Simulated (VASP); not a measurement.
Data:

```xyz
4
Lattice="4.1777 0.0000 0.0000 0.0000 4.1777 0.0000 0.0000 0.0000 4.1777" Properties=species:S:1:pos:R:3 pbc="T T T"
Sc     0.0000     0.0000     0.0000
Al     2.0889     0.0000     2.0889
Al     0.0000     2.0889     2.0889
Al     2.0889     2.0889     0.0000
```

The numbers are results of PBE GGA, VASP's PBE PAW potentials (set 64) (plane waves; VASP), not measurements. Run with 420 eV cut-off, 9×9×9 Γ-centred mesh, first-order Methfessel-Paxton smearing of 0.10 eV, potentials Sc_sv Al.

Energy and stress use the plane-wave basis of the starting cell.

Q: The ions, cell shape and volume are relaxed. Give the cell that the relaxation ends in.

A: 
```xyz
4
Lattice="4.1058 0.0000 0.0000 0.0000 4.1058 0.0000 0.0000 0.0000 4.1058" Properties=species:S:1:pos:R:3 pbc="T T T"
Sc     0.0000     0.0000     0.0000
Al     2.0529     0.0000     2.0529
Al     0.0000     2.0529     2.0529
Al     2.0529     2.0529     0.0000
```
Space group Pm-3m (221), at a tolerance of 0.03 Å.

Q: How do energy and volume change from the first to the last step?

A: The energy (σ→0) changes by -12.3 meV/atom and the volume by -5.1 %, in 3 ionic steps.

```
step  E(σ→0) (eV)  max force (eV/Å)  pressure (GPa)  volume (Å³)
----  -----------  ----------------  --------------  -----------
1        -19.2387             0.000           -4.05        72.92
2        -19.2834             0.000            1.39        68.16
3        -19.2879             0.000            0.01        69.21
```

The structure comes from a computed database's ScAl3 entry; how it stands against other phases isn't given here. This run relaxes it. Symmetry was kept, so distortions that lower it aren't found. The run is one of a series of settings (EDIFF = 1E-09, EDIFFG = -0.005, ENCUT = 420, IBRION = 2, ISIF = 3, NSW = 50, KPOINTS 9×9×9 Γ-centred mesh against the base run), some of them coarse on purpose.
